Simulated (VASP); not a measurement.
# LiH: exact exchange and RPA correlation

Aim: total energies of LiH from exact exchange and RPA correlation, beside cheaper functionals. The scan starts from a database cell scaled to its smallest volume. The cell is of the rock-salt type. The start is a cell from a database of measured crystal structures.

Main program and level: VASP 6.6.1; RPA correlation on PBE orbitals; plane waves and PAW (Li_GW, H_GW), in the first sound run; inputs show where later runs differ.

This is a report of a sequence of runs, with the program logs left out and the cost of each run kept.

The database entry behind the starting cell differs from other determinations of this structure, so it need not match the best structure at room temperature.

### 1. Set-up

It takes space group Fm-3m (No. 225, cubic). Conventional cell: a = 3.990 Å, b = 3.990 Å, c = 3.990 Å, α = 90.00°, β = 90.00°, γ = 90.00°. Nearest to Li lie 6 H at 2.00 Å. H has 6 Li at 2.00 Å nearest. Farther neighbours, and contacts between anions beyond the nearest, are not listed.

### 2. Orbitals, volume ratio 0.94

RPA gives no stress here, so the energy is scanned over volumes, at one cutoff and mesh. Volumes are given as ratios to a reference cell, and this first cell is that cell scaled to 0.94. Each point starts from PBE orbitals, tightly converged.

Input file INCAR:

```
SYSTEM = LiH
PREC = Accurate
ENCUT = 410
EDIFF = 1E-08
NELM = 100
ISMEAR = 0
SIGMA = 0.05
LREAL = .FALSE.
ALGO = Normal
GGA = PE
NBANDS = 7
LORBIT = 11
LWAVE = .TRUE.
LCHARG = .FALSE.
KPAR = 8
```

Input file POSCAR:

```
LiH
1.0
    0.0000000000      1.9951720069      1.9951720069
    1.9951720069      0.0000000000      1.9951720069
    1.9951720069      1.9951720069      0.0000000000
Li H
1 1
Direct
    0.0000000000      0.0000000000      0.0000000000
    0.5000000000      0.5000000000      0.5000000000
```

Input file KPOINTS:

```
Automatic mesh
0
Gamma
4 4 4
0 0 0
```

Potentials, in the order of the species: Li_GW and H_GW (PBE family, release 64).

On the command line:

```
mpirun -np 8 vasp_std
```

It took 1.2 s on 8 MPI ranks of Intel Xeon 6975P-C (Granite Rapids), shared host; peak memory 0.89 GiB; 4.3 s of CPU time.

The gap is read on the k-mesh alone, so it is an upper bound where the band edges lie off the mesh.

A gap read on the k-mesh alone can miss the band edges.

Read from the output:

```yaml
free_energy_toten: -6.095 eV
fermi_energy: -2.392 eV
pressure: -0.08710 GPa
gap_on_the_k_mesh: 2.955 eV
least_direct_gap_on_the_k_mesh: 2.955 eV
```

### 3. Exact exchange, volume ratio 0.94

This step: Hartree-Fock energy on PBE orbitals; plane waves and PAW (Li_GW, H_GW) (VASP 6.6.1).

The Hartree-Fock energy is evaluated once on these orbitals (ALGO = Eigenval, NELM = 1), without letting them relax. It uses the mesh of the correlation step, since the long-wavelength errors of the two partly cancel, and the total energy is their sum.

Input file INCAR:

```
SYSTEM = LiH
PREC = Accurate
ENCUT = 410
ISMEAR = 0
SIGMA = 0.05
LREAL = .FALSE.
GGA = PE
NBANDS = 7
ALGO = Eigenval
NELM = 1
LHFCALC = .TRUE.
AEXX = 1
ALDAC = 0
AGGAC = 0
PRECFOCK = Normal
LWAVE = .FALSE.
LCHARG = .FALSE.
```

POSCAR is that of step 2.

KPOINTS is that of step 2.

The run starts from files that an earlier step left in the folder.

On the command line:

```
mpirun -np 8 vasp_std
```

Elapsed: 1.2 s, on 8 MPI ranks; peak memory 0.74 GiB.

The k-mesh is coarse for unscreened exact exchange, which converges slowly with it.

Read from the output:

```
free energy (TOTEN) : -9.191 eV
```

The Hartree-Fock energy on these orbitals is -4.5956 eV an atom.

### 4. Empty bands, volume ratio 0.94

This step: PBE; plane waves and PAW (Li_GW, H_GW) (VASP 6.6.1).

The next step needs empty bands that the ground-state run didn't converge, so the Hamiltonian is diagonalised in full, in a single step. LOPTICS writes the k-derivatives of the orbitals (WAVEDER), which give the long-wavelength limit of the screening.

Input file INCAR:

```
SYSTEM = LiH
PREC = Accurate
ENCUT = 410
ISMEAR = 0
SIGMA = 0.05
LREAL = .FALSE.
GGA = PE
NBANDS = 304
ALGO = Exact
NELM = 1
LWAVE = .TRUE.
LCHARG = .FALSE.
LOPTICS = .TRUE.
NEDOS = 1000
CSHIFT = 0.1
```

POSCAR is that of step 3.

KPOINTS is that of step 3.

On the command line:

```
mpirun -np 8 vasp_std
```

Elapsed: 1.2 s, on 8 MPI ranks; peak memory 0.79 GiB.

WAVECAR now holds 304 bands for 2 electrons.

### 5. RPA correlation, volume ratio 0.94

This step: RPA correlation on PBE orbitals; plane waves and PAW (Li_GW, H_GW) (VASP 6.6.1).

The RPA correlation energy follows from the response function on imaginary frequencies; VASP computes it for a row of response cutoffs and extrapolates.

Input file INCAR:

```
SYSTEM = LiH
PREC = Accurate
ENCUT = 410
ISMEAR = 0
SIGMA = 0.05
LREAL = .FALSE.
GGA = PE
NBANDS = 304
ALGO = ACFDT
ENCUTGW = 200
NOMEGA = 12
PRECFOCK = Fast
LWAVE = .FALSE.
LCHARG = .FALSE.
```

POSCAR is that of step 4.

KPOINTS is that of step 4.

On the command line:

```
mpirun -np 8 vasp_std
```

Wall time 4.6 s (8 MPI ranks); peak memory 1 GiB; 26 s of CPU time.

This step gave:

| Item | Value |
| --- | --- |
| RPA correlation energy | -2.436 eV |

The correlation energy is -1.2182 eV an atom. With exact exchange the total is -5.8139 eV an atom.

### 6. Comparison: r2SCAN, volume ratio 0.94

This step: r2SCAN; plane waves and PAW (Li_GW, H_GW) (VASP 6.6.1).

For comparison the same cell is computed with r2SCAN.

Input file INCAR:

```
SYSTEM = LiH
PREC = Accurate
ENCUT = 410
EDIFF = 1E-06
NELM = 100
ISMEAR = 0
SIGMA = 0.05
LREAL = .FALSE.
ALGO = Normal
METAGGA = R2SCAN
LASPH = .TRUE.
NBANDS = 7
LWAVE = .FALSE.
LCHARG = .FALSE.
KPAR = 8
```

POSCAR is that of step 5.

KPOINTS is that of step 5.

On the command line:

```
mpirun -np 8 vasp_std
```

Elapsed: 3.8 s, on 8 MPI ranks; peak memory 0.86 GiB.

The PAW data sets were made with PBE, which is usual practice but a small mismatch for other functionals.

This step gave:

```yaml
free_energy_toten: -6.708 eV
fermi_energy: -2.676 eV
pressure: -0.2611 GPa
gap_on_the_k_mesh: 3.596 eV
least_direct_gap_on_the_k_mesh: 3.596 eV
```

Its energy is -3.3542 eV an atom, on a zero of its own.

### 7. Orbitals for comparison: HSE06, volume ratio 0.94

This step: PBE; plane waves and PAW (Li_GW, H_GW) (VASP 6.6.1).

A hybrid converges faster from good orbitals, so a cheap PBE run writes WAVECAR first.

Input file INCAR:

```
SYSTEM = LiH
PREC = Accurate
ENCUT = 410
EDIFF = 1E-05
NELM = 100
ISMEAR = 0
SIGMA = 0.05
LREAL = .FALSE.
ALGO = Normal
GGA = PE
NBANDS = 7
LORBIT = 11
LWAVE = .TRUE.
LCHARG = .FALSE.
KPAR = 8
```

POSCAR is that of step 6.

KPOINTS is that of step 6.

On the command line:

```
mpirun -np 8 vasp_std
```

Wall time 1 s (8 MPI ranks); peak memory 0.86 GiB; 3.5 s of CPU time.

This step gave:

- free energy (TOTEN): -6.095 eV
- Fermi energy: -2.392 eV
- pressure: -0.09532 GPa
- gap on the k-mesh: 2.954 eV
- least direct gap on the k-mesh: 2.954 eV

The run ends at a pressure of -0.10 GPa.

### 8. Comparison: HSE06, volume ratio 0.94

This step: HSE06; plane waves and PAW (Li_GW, H_GW) (VASP 6.6.1).

For comparison the same cell is computed with HSE06.

Input file INCAR:

```
SYSTEM = LiH
PREC = Accurate
ENCUT = 410
EDIFF = 1E-06
NELM = 100
ISMEAR = 0
SIGMA = 0.05
LREAL = .FALSE.
ALGO = Normal
LHFCALC = .TRUE.
AEXX = 0.25
GGA = PE
HFSCREEN = 0.2
LASPH = .TRUE.
NBANDS = 7
PRECFOCK = Fast
LWAVE = .FALSE.
LCHARG = .FALSE.
KPAR = 8
```

POSCAR is that of step 7.

KPOINTS is that of step 7.

The run starts from files that an earlier step left in the folder.

On the command line:

```
mpirun -np 8 vasp_std
```

It took 3.4 s on 8 MPI ranks; peak memory 1.6 GiB.

The k-mesh is coarse for exact exchange; levels may shift by about 0.1 eV on a finer one.

Numbers from this step:

- free energy (TOTEN): -6.767 eV
- Fermi energy: -3.047 eV
- gap on the k-mesh: 4.010 eV
- least direct gap on the k-mesh: 4.010 eV

Its energy is -3.3834 eV an atom, on a zero of its own.

### 9. Orbitals, volume ratio 0.97

This step: PBE; plane waves and PAW (Li_GW, H_GW) (VASP 6.6.1).

The same chain follows at a volume ratio of 0.97.

Input file INCAR:

```
SYSTEM = LiH
PREC = Accurate
ENCUT = 410
EDIFF = 1E-08
NELM = 100
ISMEAR = 0
SIGMA = 0.05
LREAL = .FALSE.
ALGO = Normal
GGA = PE
NBANDS = 7
LORBIT = 11
LWAVE = .TRUE.
LCHARG = .FALSE.
KPAR = 8
```

Input file POSCAR:

```
LiH
1.0
    0.0000000000      2.0161753610      2.0161753610
    2.0161753610      0.0000000000      2.0161753610
    2.0161753610      2.0161753610      0.0000000000
Li H
1 1
Direct
    0.0000000000      0.0000000000      0.0000000000
    0.5000000000      0.5000000000      0.5000000000
```

KPOINTS is that of step 8.

On the command line:

```
mpirun -np 8 vasp_std
```

Run time: 1.2 s. Hardware: 8 MPI ranks; peak memory 0.9 GiB.

The run ends at a pressure of -1.23 GPa.

### 10. Exact exchange, volume ratio 0.97

This step: Hartree-Fock energy on PBE orbitals; plane waves and PAW (Li_GW, H_GW) (VASP 6.6.1).

Exact exchange at this point.

Input file INCAR:

```
SYSTEM = LiH
PREC = Accurate
ENCUT = 410
ISMEAR = 0
SIGMA = 0.05
LREAL = .FALSE.
GGA = PE
NBANDS = 7
ALGO = Eigenval
NELM = 1
LHFCALC = .TRUE.
AEXX = 1
ALDAC = 0
AGGAC = 0
PRECFOCK = Normal
LWAVE = .FALSE.
LCHARG = .FALSE.
```

POSCAR is that of step 9.

KPOINTS is that of step 9.

The run starts from files that an earlier step left in the folder.

On the command line:

```
mpirun -np 8 vasp_std
```

The job ended after 1.2 s (8 MPI ranks; peak memory 0.77 GiB).

The Hartree-Fock energy on these orbitals is -4.5999 eV an atom.

### 11. Empty bands, volume ratio 0.97

This step: PBE; plane waves and PAW (Li_GW, H_GW) (VASP 6.6.1).

The empty bands are made again, for the run that follows.

Input file INCAR:

```
SYSTEM = LiH
PREC = Accurate
ENCUT = 410
ISMEAR = 0
SIGMA = 0.05
LREAL = .FALSE.
GGA = PE
NBANDS = 328
ALGO = Exact
NELM = 1
LWAVE = .TRUE.
LCHARG = .FALSE.
LOPTICS = .TRUE.
NEDOS = 1000
CSHIFT = 0.1
```

POSCAR is that of step 10.

KPOINTS is that of step 10.

On the command line:

```
mpirun -np 8 vasp_std
```

Wall time 1.2 s (8 MPI ranks); peak memory 0.83 GiB.

WAVECAR now holds 328 bands for 2 electrons.

### 12. RPA correlation, volume ratio 0.97

This step: RPA correlation on PBE orbitals; plane waves and PAW (Li_GW, H_GW) (VASP 6.6.1).

RPA correlation at this point.

Input file INCAR:

```
SYSTEM = LiH
PREC = Accurate
ENCUT = 410
ISMEAR = 0
SIGMA = 0.05
LREAL = .FALSE.
GGA = PE
NBANDS = 328
ALGO = ACFDT
ENCUTGW = 200
NOMEGA = 12
PRECFOCK = Fast
LWAVE = .FALSE.
LCHARG = .FALSE.
```

POSCAR is that of step 11.

KPOINTS is that of step 11.

On the command line:

```
mpirun -np 8 vasp_std
```

Wall time 4.6 s (8 MPI ranks); peak memory 1 GiB.

The correlation energy is -1.2141 eV an atom, +4 meV against the point before. With exact exchange the total is -5.8140 eV an atom.

### 13. Comparison: r2SCAN, volume ratio 0.97

This step: r2SCAN; plane waves and PAW (Li_GW, H_GW) (VASP 6.6.1).

The comparison at this point.

Input file INCAR:

```
SYSTEM = LiH
PREC = Accurate
ENCUT = 410
EDIFF = 1E-06
NELM = 100
ISMEAR = 0
SIGMA = 0.05
LREAL = .FALSE.
ALGO = Normal
METAGGA = R2SCAN
LASPH = .TRUE.
NBANDS = 7
LWAVE = .FALSE.
LCHARG = .FALSE.
KPAR = 8
```

POSCAR is that of step 12.

KPOINTS is that of step 12.

On the command line:

```
mpirun -np 8 vasp_std
```

The job ended after 3.6 s (8 MPI ranks; peak memory 0.88 GiB).

Its energy is -3.3546 eV an atom, on a zero of its own.

### 14. Orbitals for comparison: HSE06, volume ratio 0.97

This step: PBE; plane waves and PAW (Li_GW, H_GW) (VASP 6.6.1).

Starting orbitals, as before.

Input file INCAR:

```
SYSTEM = LiH
PREC = Accurate
ENCUT = 410
EDIFF = 1E-05
NELM = 100
ISMEAR = 0
SIGMA = 0.05
LREAL = .FALSE.
ALGO = Normal
GGA = PE
NBANDS = 7
LORBIT = 11
LWAVE = .TRUE.
LCHARG = .FALSE.
KPAR = 8
```

POSCAR is that of step 13.

KPOINTS is that of step 13.

On the command line:

```
mpirun -np 8 vasp_std
```

The job ended after 1 s (8 MPI ranks; peak memory 0.85 GiB).

The run ends at a pressure of -1.24 GPa.

### 15. Comparison: HSE06, volume ratio 0.97

This step: HSE06; plane waves and PAW (Li_GW, H_GW) (VASP 6.6.1).

Input file INCAR:

```
SYSTEM = LiH
PREC = Accurate
ENCUT = 410
EDIFF = 1E-06
NELM = 100
ISMEAR = 0
SIGMA = 0.05
LREAL = .FALSE.
ALGO = Normal
LHFCALC = .TRUE.
AEXX = 0.25
GGA = PE
HFSCREEN = 0.2
LASPH = .TRUE.
NBANDS = 7
PRECFOCK = Fast
LWAVE = .FALSE.
LCHARG = .FALSE.
KPAR = 8
```

POSCAR is that of step 14.

KPOINTS is that of step 14.

The run starts from files that an earlier step left in the folder.

On the command line:

```
mpirun -np 8 vasp_std
```

Wall time 3.4 s (8 MPI ranks); peak memory 1.6 GiB; 18 s of CPU time.

Its energy is -3.3830 eV an atom, on a zero of its own.

### 16. Orbitals, volume ratio 1

This step: PBE; plane waves and PAW (Li_GW, H_GW) (VASP 6.6.1).

The same chain follows at a volume ratio of 1.

Input file INCAR:

```
SYSTEM = LiH
PREC = Accurate
ENCUT = 410
EDIFF = 1E-08
NELM = 100
ISMEAR = 0
SIGMA = 0.05
LREAL = .FALSE.
ALGO = Normal
GGA = PE
NBANDS = 7
LORBIT = 11
LWAVE = .TRUE.
LCHARG = .FALSE.
KPAR = 8
```

Input file POSCAR:

```
LiH
1.0
    0.0000000000      2.0367500000      2.0367500000
    2.0367500000      0.0000000000      2.0367500000
    2.0367500000      2.0367500000      0.0000000000
Li H
1 1
Direct
    0.0000000000      0.0000000000      0.0000000000
    0.5000000000      0.5000000000      0.5000000000
```

KPOINTS is that of step 15.

On the command line:

```
mpirun -np 8 vasp_std
```

Elapsed: 1.2 s, on 8 MPI ranks; peak memory 0.87 GiB.

The run ends at a pressure of -2.24 GPa.

### 17. Exact exchange, volume ratio 1

This step: Hartree-Fock energy on PBE orbitals; plane waves and PAW (Li_GW, H_GW) (VASP 6.6.1).

Input file INCAR:

```
SYSTEM = LiH
PREC = Accurate
ENCUT = 410
ISMEAR = 0
SIGMA = 0.05
LREAL = .FALSE.
GGA = PE
NBANDS = 7
ALGO = Eigenval
NELM = 1
LHFCALC = .TRUE.
AEXX = 1
ALDAC = 0
AGGAC = 0
PRECFOCK = Normal
LWAVE = .FALSE.
LCHARG = .FALSE.
```

POSCAR is that of step 16.

KPOINTS is that of step 16.

The WAVECAR or CHGCAR of an earlier step is read.

On the command line:

```
mpirun -np 8 vasp_std
```

The job ended after 1.2 s (8 MPI ranks; peak memory 0.74 GiB).

The Hartree-Fock energy on these orbitals is -4.6020 eV an atom.

### 18. Empty bands, volume ratio 1

This step: PBE; plane waves and PAW (Li_GW, H_GW) (VASP 6.6.1).

Input file INCAR:

```
SYSTEM = LiH
PREC = Accurate
ENCUT = 410
ISMEAR = 0
SIGMA = 0.05
LREAL = .FALSE.
GGA = PE
NBANDS = 328
ALGO = Exact
NELM = 1
LWAVE = .TRUE.
LCHARG = .FALSE.
LOPTICS = .TRUE.
NEDOS = 1000
CSHIFT = 0.1
```

POSCAR is that of step 17.

KPOINTS is that of step 17.

On the command line:

```
mpirun -np 8 vasp_std
```

Elapsed: 1.2 s, on 8 MPI ranks; peak memory 0.83 GiB; 4.9 s of CPU time.

### 19. RPA correlation, volume ratio 1

This step: RPA correlation on PBE orbitals; plane waves and PAW (Li_GW, H_GW) (VASP 6.6.1).

Input file INCAR:

```
SYSTEM = LiH
PREC = Accurate
ENCUT = 410
ISMEAR = 0
SIGMA = 0.05
LREAL = .FALSE.
GGA = PE
NBANDS = 328
ALGO = ACFDT
ENCUTGW = 200
NOMEGA = 12
PRECFOCK = Fast
LWAVE = .FALSE.
LCHARG = .FALSE.
```

POSCAR is that of step 18.

KPOINTS is that of step 18.

On the command line:

```
mpirun -np 8 vasp_std
```

Wall time 4.6 s (8 MPI ranks); peak memory 1 GiB; 27 s of CPU time.

The correlation energy is -1.2102 eV an atom, +4 meV against the point before. With exact exchange the total is -5.8122 eV an atom.

### 20. Comparison: r2SCAN, volume ratio 1

This step: r2SCAN; plane waves and PAW (Li_GW, H_GW) (VASP 6.6.1).

Input file INCAR:

```
SYSTEM = LiH
PREC = Accurate
ENCUT = 410
EDIFF = 1E-06
NELM = 100
ISMEAR = 0
SIGMA = 0.05
LREAL = .FALSE.
ALGO = Normal
METAGGA = R2SCAN
LASPH = .TRUE.
NBANDS = 7
LWAVE = .FALSE.
LCHARG = .FALSE.
KPAR = 8
```

POSCAR is that of step 19.

KPOINTS is that of step 19.

On the command line:

```
mpirun -np 8 vasp_std
```

Wall time 3.8 s (8 MPI ranks); peak memory 0.87 GiB.

Its energy is -3.3531 eV an atom, on a zero of its own.

### 21. Orbitals for comparison: HSE06, volume ratio 1

This step: PBE; plane waves and PAW (Li_GW, H_GW) (VASP 6.6.1).

Input file INCAR:

```
SYSTEM = LiH
PREC = Accurate
ENCUT = 410
EDIFF = 1E-05
NELM = 100
ISMEAR = 0
SIGMA = 0.05
LREAL = .FALSE.
ALGO = Normal
GGA = PE
NBANDS = 7
LORBIT = 11
LWAVE = .TRUE.
LCHARG = .FALSE.
KPAR = 8
```

POSCAR is that of step 20.

KPOINTS is that of step 20.

On the command line:

```
mpirun -np 8 vasp_std
```

Wall time 1 s (8 MPI ranks); peak memory 0.86 GiB.

The run ends at a pressure of -2.25 GPa.

### 22. Comparison: HSE06, volume ratio 1

This step: HSE06; plane waves and PAW (Li_GW, H_GW) (VASP 6.6.1).

Input file INCAR:

```
SYSTEM = LiH
PREC = Accurate
ENCUT = 410
EDIFF = 1E-06
NELM = 100
ISMEAR = 0
SIGMA = 0.05
LREAL = .FALSE.
ALGO = Normal
LHFCALC = .TRUE.
AEXX = 0.25
GGA = PE
HFSCREEN = 0.2
LASPH = .TRUE.
NBANDS = 7
PRECFOCK = Fast
LWAVE = .FALSE.
LCHARG = .FALSE.
KPAR = 8
```

POSCAR is that of step 21.

KPOINTS is that of step 21.

The WAVECAR or CHGCAR of an earlier step is read.

On the command line:

```
mpirun -np 8 vasp_std
```

The job ended after 3.4 s (8 MPI ranks; peak memory 1.6 GiB; 18 s of CPU time).

Its energy is -3.3807 eV an atom, on a zero of its own.

### 23. Orbitals, volume ratio 1.03

This step: PBE; plane waves and PAW (Li_GW, H_GW) (VASP 6.6.1).

The same chain follows at a volume ratio of 1.03.

Input file INCAR:

```
SYSTEM = LiH
PREC = Accurate
ENCUT = 410
EDIFF = 1E-08
NELM = 100
ISMEAR = 0
SIGMA = 0.05
LREAL = .FALSE.
ALGO = Normal
GGA = PE
NBANDS = 7
LORBIT = 11
LWAVE = .TRUE.
LCHARG = .FALSE.
KPAR = 8
```

Input file POSCAR:

```
LiH
1.0
    0.0000000000      2.0569171532      2.0569171532
    2.0569171532      0.0000000000      2.0569171532
    2.0569171532      2.0569171532      0.0000000000
Li H
1 1
Direct
    0.0000000000      0.0000000000      0.0000000000
    0.5000000000      0.5000000000      0.5000000000
```

KPOINTS is that of step 22.

On the command line:

```
mpirun -np 8 vasp_std
```

Wall time 1.2 s (8 MPI ranks); peak memory 0.86 GiB; 4.3 s of CPU time.

The run ends at a pressure of -3.10 GPa.

### 24. Exact exchange, volume ratio 1.03

This step: Hartree-Fock energy on PBE orbitals; plane waves and PAW (Li_GW, H_GW) (VASP 6.6.1).

Input file INCAR:

```
SYSTEM = LiH
PREC = Accurate
ENCUT = 410
ISMEAR = 0
SIGMA = 0.05
LREAL = .FALSE.
GGA = PE
NBANDS = 7
ALGO = Eigenval
NELM = 1
LHFCALC = .TRUE.
AEXX = 1
ALDAC = 0
AGGAC = 0
PRECFOCK = Normal
LWAVE = .FALSE.
LCHARG = .FALSE.
```

POSCAR is that of step 23.

KPOINTS is that of step 23.

The run starts from files that an earlier step left in the folder.

On the command line:

```
mpirun -np 8 vasp_std
```

Run time: 1.2 s. Hardware: 8 MPI ranks; peak memory 0.77 GiB.

The Hartree-Fock energy on these orbitals is -4.6028 eV an atom.

### 25. Empty bands, volume ratio 1.03

This step: PBE; plane waves and PAW (Li_GW, H_GW) (VASP 6.6.1).

Input file INCAR:

```
SYSTEM = LiH
PREC = Accurate
ENCUT = 410
ISMEAR = 0
SIGMA = 0.05
LREAL = .FALSE.
GGA = PE
NBANDS = 336
ALGO = Exact
NELM = 1
LWAVE = .TRUE.
LCHARG = .FALSE.
LOPTICS = .TRUE.
NEDOS = 1000
CSHIFT = 0.1
```

POSCAR is that of step 24.

KPOINTS is that of step 24.

On the command line:

```
mpirun -np 8 vasp_std
```

Elapsed: 1.4 s, on 8 MPI ranks; peak memory 0.87 GiB.

WAVECAR now holds 336 bands for 2 electrons.

### 26. RPA correlation, volume ratio 1.03

This step: RPA correlation on PBE orbitals; plane waves and PAW (Li_GW, H_GW) (VASP 6.6.1).

Input file INCAR:

```
SYSTEM = LiH
PREC = Accurate
ENCUT = 410
ISMEAR = 0
SIGMA = 0.05
LREAL = .FALSE.
GGA = PE
NBANDS = 336
ALGO = ACFDT
ENCUTGW = 200
NOMEGA = 12
PRECFOCK = Fast
LWAVE = .FALSE.
LCHARG = .FALSE.
```

POSCAR is that of step 25.

KPOINTS is that of step 25.

On the command line:

```
mpirun -np 8 vasp_std
```

Run time: 4.8 s. Hardware: 8 MPI ranks; peak memory 1 GiB.

The correlation energy is -1.2066 eV an atom, +4 meV against the point before. With exact exchange the total is -5.8094 eV an atom.

### 27. Comparison: r2SCAN, volume ratio 1.03

This step: r2SCAN; plane waves and PAW (Li_GW, H_GW) (VASP 6.6.1).

Input file INCAR:

```
SYSTEM = LiH
PREC = Accurate
ENCUT = 410
EDIFF = 1E-06
NELM = 100
ISMEAR = 0
SIGMA = 0.05
LREAL = .FALSE.
ALGO = Normal
METAGGA = R2SCAN
LASPH = .TRUE.
NBANDS = 7
LWAVE = .FALSE.
LCHARG = .FALSE.
KPAR = 8
```

POSCAR is that of step 26.

KPOINTS is that of step 26.

On the command line:

```
mpirun -np 8 vasp_std
```

Wall time 3.6 s (8 MPI ranks); peak memory 0.86 GiB.

Its energy is -3.3504 eV an atom, on a zero of its own.

(Continued in part 2 of 2.)

[Long decimals in the printed logs are rounded to 6 places.]

[Lines on the potential files, build, host, timing and source positions are cut from VASP's logs without a mark.]

[Logs are printed without paths, hosts, clocks, repeated set-up lines and the standing remarks that a program may print on its own settings, such as how far it seeks lower states.]

[Hosts, paths, dates, database ids (printed as entryN), source tags and the programs' standing remarks are cut or masked in the printed files.]

[Measured values are set beside computed ones only where the two were judged alike; some that the calculation misses by far are left out.]

[Pressures printed for these runs are not shown converged in the cutoff: they can be off by several GPa and have the wrong sign.]
